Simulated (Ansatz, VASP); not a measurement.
# Cross-check of Hf (Hafnium) between VASP and Ansatz, part 2 of 2

Aim: how closely do two programs agree when they are given the same cell, functional and k mesh? The cell is taken from a series of runs on this material, whose earlier steps may have relaxed, scaled, displaced or heated it; both programs get it as it stands.

VASP 6.6.1 and Ansatz 0.2.0.

So far: The starting structure; Ansatz: zone-centre phonons, PBEsol; VASP: zone-centre phonons, PBEsol.

### 3. VASP: zone-centre phonons, PBEsol (continued)

Level of this step: PBEsol; plane waves and PAW (Hf_pv) (VASP).

Numbers of over 12 decimals in the logs are rounded to 6 here.

Parts of OUTCAR (step 3):

```text
ion  position               nearest neighbor table
   1  0.333  0.667  0.250-   2 3.01   2 3.01   2 3.01   2 3.01   2 3.01   2 3.01
   2  0.667  0.333  0.750-   1 3.01   1 3.01   1 3.01   1 3.01   1 3.01   1 3.01

  LATTYP: Found a hexagonal cell.
 ALAT       =     3.0692906459
 C/A-ratio  =     1.5875685117

 Subroutine GETGRP returns: Found 24 space group operations
 (whereof 12 operations were pure point group operations)

The static configuration has the point symmetry D_3d.
 The point group associated with its full space group is D_6h.

 Found    135 irreducible k-points:

   k-points           NKPTS =    135   k-points in BZ     NKDIM =    135   number of bands    NBANDS=     16

   dimension x,y,z NGX =    24 NGY =   24 NGZ =   36
   dimension x,y,z NGXF=    48 NGYF=   48 NGZF=   72

   ENCUT  =  500.0 eV  36.75 Ry    6.06 a.u.   5.60  5.60  8.88*2*pi/ulx,y,z

   NELECT =      20.0000    total number of electrons

 k-points in reciprocal lattice and weights: Automatic mesh
   0.00000000  0.00000000  0.00000000       0.001
   0.06666667  0.00000000  0.00000000       0.003
   0.13333333  0.00000000  0.00000000       0.003
   0.20000000  0.00000000  0.00000000       0.003
   0.26666667  0.00000000  0.00000000       0.003
   0.33333333  0.00000000  0.00000000       0.003
   0.40000000  0.00000000  0.00000000       0.003
   0.46666667  0.00000000  0.00000000       0.003
   0.06666667  0.06666667  0.00000000       0.003
[...]
0.33333333  0.26666667  0.50000000       0.007
   0.33333333  0.33333333  0.50000000       0.001

 average (electrostatic) potential at core
       1 -35.9383       2 -35.9383

  Total        2.6301486      2.6301486      2.5928972      0.0000000      0.0000000     -0.0000000
  in kB      106.0019157    106.0019157    104.5005862      0.0000000      0.0000000     -0.0000000
  external PRESSURE =     105.5014725 kB  Pullay stress =       0.0000000 kB

  energy-cutoff  :      500.00
  volume of cell :       39.75
      direct lattice vectors                 reciprocal lattice vectors
     3.069290646  0.000000000  0.000000000     0.325808180  0.188105441  0.000000000
    -1.534645323  2.658083671  0.000000000     0.000000000  0.376210881  0.000000000
     0.000000000  0.000000000  4.872709183     0.000000000  0.000000000  0.205224642

 POSITION                                       TOTAL-FORCE (eV/Angst)
 -----------------------------------------------------------------------------------
      0.00000      1.77206      1.21818        -0.000000      0.000000      0.000000
      1.53465      0.88603      3.65453         0.000000      0.000000      0.000000
 -----------------------------------------------------------------------------------
    total drift:                               -0.000000     -0.000000      0.000000

 Eigenvectors and eigenvalues of the dynamical matrix
 ----------------------------------------------------

   1 f  =    4.061545 THz    25.519440 2PiTHz  135.478559 cm-1    16.797193 meV
             X         Y         Z           dx          dy          dz
      0.000000  1.772056  1.218177     0.000000    0.000000   -0.707107
      1.534645  0.886028  3.654532    -0.000000    0.000000    0.707107

   2 f  =    2.241017 THz    14.080726 2PiTHz   74.752283 cm-1     9.268098 meV
             X         Y         Z           dx          dy          dz
      0.000000  1.772056  1.218177     0.262137    0.656722    0.000000
      1.534645  0.886028  3.654532    -0.262137   -0.656722    0.000000

   3 f  =    2.241017 THz    14.080726 2PiTHz   74.752283 cm-1     9.268098 meV
             X         Y         Z           dx          dy          dz
      0.000000  1.772056  1.218177     0.656722   -0.262137    0.000000
      1.534645  0.886028  3.654532    -0.656722    0.262137    0.000000

   4 f  =    0.000000 THz     0.000000 2PiTHz    0.000001 cm-1     0.000000 meV
             X         Y         Z           dx          dy          dz
      0.000000  1.772056  1.218177    -0.646975   -0.285347   -0.000000
      1.534645  0.886028  3.654532    -0.646975   -0.285347    0.000000

   5 f  =    0.000000 THz     0.000000 2PiTHz    0.000000 cm-1     0.000000 meV
             X         Y         Z           dx          dy          dz
      0.000000  1.772056  1.218177    -0.000000   -0.000000    0.707107
      1.534645  0.886028  3.654532     0.000000    0.000000    0.707107

   6 f/i=    0.000000 THz     0.000000 2PiTHz    0.000001 cm-1     0.000000 meV
             X         Y         Z           dx          dy          dz
      0.000000  1.772056  1.218177     0.285347   -0.646975   -0.000000
      1.534645  0.886028  3.654532     0.285347   -0.646975    0.000000

 ELASTIC MODULI CONTR FROM IONIC RELAXATION (kBar)
 Direction    XX          YY          ZZ          XY          YZ          ZX
 --------------------------------------------------------------------------------
 XX        -184.7572    184.7572     -0.0000     -0.0000      0.0000      0.0000
 YY         184.7572   -184.7572      0.0000     -0.0000     -0.0000     -0.0000
 ZZ          -0.0000      0.0000     -0.0000      0.0000     -0.0000     -0.0000
 XY          -0.0000     -0.0000      0.0000   -184.7572      0.0000      0.0000
 YZ           0.0000     -0.0000     -0.0000      0.0000     -0.0000     -0.0000
 ZX           0.0000     -0.0000     -0.0000      0.0000     -0.0000     -0.0000
 --------------------------------------------------------------------------------
```

Energies printed during the response cycles are not total energies of the cell.

### 4. Comparison

Known differences besides the potentials themselves: the data sets hold 52 valence electrons in Ansatz (on its PAW soft_1 files) and 20 in VASP; the cutoff is 420 eV in Ansatz and 500 eV in VASP; Ansatz makes its cores anew for this functional, VASP keeps those of its PBE data sets. Total energies have different zeros and are not compared.

The two programs side by side:

```csv
quantity,Ansatz,VASP,difference
optical mode 1 to 2 (cm⁻¹),74.1,74.8,-0.86 %
optical mode 3 (cm⁻¹),136.9,135.5,+1.08 %
```

Modes are paired by rising frequency, not by their patterns, so a pair may set unlike modes beside each other; they are those without the splitting of longitudinal modes.

### 5. What came out

```
r.m.s. difference of the optical zone-centre modes, each program's sorted by frequency (zone-centre phonons, PBEsol) : 0.99 cm⁻¹
difference in optical mode 3 (zone-centre phonons, PBEsol)                                                           : +1.1 %
```

In words: The r.m.s. difference of the optical zone-centre modes, each program's sorted by frequency is 0.99 cm⁻¹ (zone-centre phonons, PBEsol). The data sets hold unlike numbers of valence electrons (52 in Ansatz and 20 in VASP), so part of the differences comes from the potentials. Among the rows given in per cent, the largest difference of the zone-centre phonons, PBEsol pair is in optical mode 3, +1.1 %. Such differences can come from data sets, numerical settings and the points named under the comparisons, not from the functional's error against experiment.

[Lines on the potential files, build, host, timing and source positions are cut from VASP's logs without a mark.]

[Logs are printed without paths, hosts, clocks, repeated set-up lines and the standing remarks that a program may print on its own settings, such as how far it seeks lower states.]

[Hosts, paths, dates, database ids (printed as entryN), source tags and the programs' standing remarks are cut or masked in the printed files.]
